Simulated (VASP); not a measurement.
CuI (zinc blende) relaxed at rising pressure, in one space group throughout; other phases were not tried. The pressures are those reached. Computed with PBE GGA, VASP's PBE PAW potentials (set 64) (plane waves; VASP).

```tsv
P (GPa)	V (Å³/atom)	k-mesh
0.00	28.074	8×8×8
4.96	25.471	8×8×8
9.91	23.816	8×8×8
19.99	21.660	8×8×8
29.84	20.233	8×8×8
```

A change of mesh leaves a small step in the series.

### Question
Fit an equation of state and predict the volume at 44.98 GPa.

### Answer
Least squares on the third-order Birch-Murnaghan form, P = (3B0/2)(y⁷ − y⁵)[1 + (3/4)(B′ − 4)(y² − 1)] with y = (V0/V)^(1/3), gives V0 = 28.061 Å³/atom, B0 = 40 GPa and B′ = 4.9, and so 18.718 Å³/atom. The run gave 18.721 Å³/atom, +0.0 % from the fit.

Pressures at which the relaxation failed are left out.

The compound is CuI in the zinc blende structure.
